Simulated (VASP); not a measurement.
Data:

```xyz
4
Lattice="4.0347 0.0000 0.0000 0.0000 4.0347 0.0000 0.0000 0.0000 4.9898" Properties=species:S:1:pos:R:3 pbc="T T T"
Pb     2.0173     0.0000     3.8014
Pb     0.0000     2.0173     1.1885
O      2.0173     2.0173     0.0000
O      0.0000     0.0000     0.0000
```

Calculation: PBE GGA with D3 dispersion (Becke-Johnson damping), VASP's PBE PAW potentials (set 64) (plane waves; VASP). Settings: 520 eV cut-off, Gaussian smearing of 0.050 eV, potentials Pb_d O.

Unless said otherwise, spin-orbit coupling is left out, though it shifts the bands of the heavy elements here.

### Question
Estimate the band gap (along the path) with the smallest direct gap where there is one.

### Answer

```yaml
band gap (along the path): 1.26 eV
smallest direct gap (along the path): 2.17 eV
```

The compound is PbO in the litharge structure. It was relaxed first.
